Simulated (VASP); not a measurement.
Input of a VASP 6.6.1 run:

File INCAR:

```
SYSTEM = Ta3Cu
PREC = Accurate
ENCUT = 520
EDIFF = 1E-7
ISMEAR = -1
SIGMA = 0.05
LREAL = .FALSE.
LASPH = .TRUE.
NELM = 60
ALGO = Normal
ISIF = 2
LWAVE = .FALSE.
LCHARG = .FALSE.
GGA = PE
NBANDS = 30
```

Contents of KPOINTS:

```
regular mesh
0
G
  9 9 9
  0 0 0
```

File POSCAR:

```
Ta3Cu
1.0
   -2.0065070000      2.0065070000      4.2081700000
    2.0065070000     -2.0065070000      4.2081700000
    2.0065070000      2.0065070000     -4.2081700000
Ta Cu
3 1
Direct
    0.5018490000      0.4935900000     -0.0082050000
    0.2539650000      0.7497910000      0.4980540000
    0.7401210000      0.2482150000      0.4969300000
   -0.0005630000     -0.0013240000     -0.0062980000
```

Potentials or basis: VASP PAW PBE potentials, release 64 (Ta_pv, Cu).

Command:

```sh
$ cat potpaw_PBE.64/Ta_pv/POTCAR potpaw_PBE.64/Cu/POTCAR > POTCAR
$ mpirun -np 1 vasp_std > vasp.out
```

Q: Predict the pressure.

A: 0.9 GPa.

Q: What does it give for the band gap on the k mesh?

A: None (metal or under the smearing width).

Q: What does it give for the largest force?

A: 0.667 eV/Å.

Forces on the atoms (eV/Å):
```
Ta   0.321 -0.089 -0.308
Ta   0.093 -0.238 -0.008
Ta  -0.380  0.290  0.465
Cu  -0.034  0.038 -0.148
```

The run has no spin-orbit coupling, so splittings on Ta are missing.
